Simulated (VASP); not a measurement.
Consider the following.

```yaml
crystal:
  lattice:
    - [0.00000, 2.63724, 2.63724]
    - [2.63724, 0.00000, 2.63724]
    - [2.63724, 2.63724, 0.00000]
  atoms:
    - { symbol: Mg, position: [0.00000, 0.00000, 0.00000] }
    - { symbol: S, position: [0.50000, 0.50000, 0.50000] }
```

These are PBE0 hybrid, VASP's PBE PAW potentials (set 64) (plane waves; VASP) values and carry that method's errors. Numerical set-up: 520 eV cut-off, 6×6×6 Γ-centred mesh, Gaussian smearing of 0.050 eV, potentials Mg S.

Give the stress tensor in GPa (positive for a compressed cell).

```
-3.66   0.00   0.00
 0.00  -3.66   0.00
 0.00   0.00  -3.66
```
The pressure is its mean diagonal, -3.66 GPa.

The compound is MgS in the rock salt structure. This cell is one point of a volume scan, at 1.03 of the reference volume. The cell's shape comes from a PBE relaxation.
